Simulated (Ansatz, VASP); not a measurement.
Two plane-wave programs on PC2

```
CELL_PARAMETERS angstrom
3.74419 0.00000 0.00000
0.00000 4.57938 0.00000
0.00000 0.00000 2.84189
ATOMIC_POSITIONS crystal
P 0.00000 0.00000 0.00000
P 0.50000 0.50000 0.50000
C 0.14967 0.40684 0.00000
C 0.85033 0.59316 0.00000
C 0.64967 0.09316 0.50000
C 0.35033 0.90684 0.50000
```

Change from the starting cell: species swapped into the P2Ru type (Pnnm, No. 58).

Alike in both runs: functional PBE; k mesh 6 × 4 × 6; occupations gaussian, width 0.1 eV; no spin polarisation.

Ansatz relaxed the structure, and its values are those at the end. VASP's run is a single point on that final structure, the one shown.

|  | VASP | Ansatz |
| --- | --- | --- |
| version | VASP 6.6.1 | Ansatz 0.2.0 |
| potentials or method | VASP PAW PBE potentials, release 64 (P, C) | scalar-relativistic, plane waves, PAW |
| plane-wave cutoff (eV) | 520 | 420 |
| valence electrons in the cell | 26 | 26 |

Ansatz gave:

```
gap on the k mesh at the Fermi level (eV) : none
pressure (GPa)                            : 0.1
rms of the force components (eV/Å)        : 0.015
```

Which values does VASP return?

gap on the k mesh at the Fermi level (eV): none; pressure (GPa): -0.1; rms of the force components (eV/Å): 0.042.

A gap of «none» marks a metal or a gap that the smearing closes.

Caveats: the k mesh is coarse (spacing up to 0.37 Å⁻¹), so the values aren't converged.
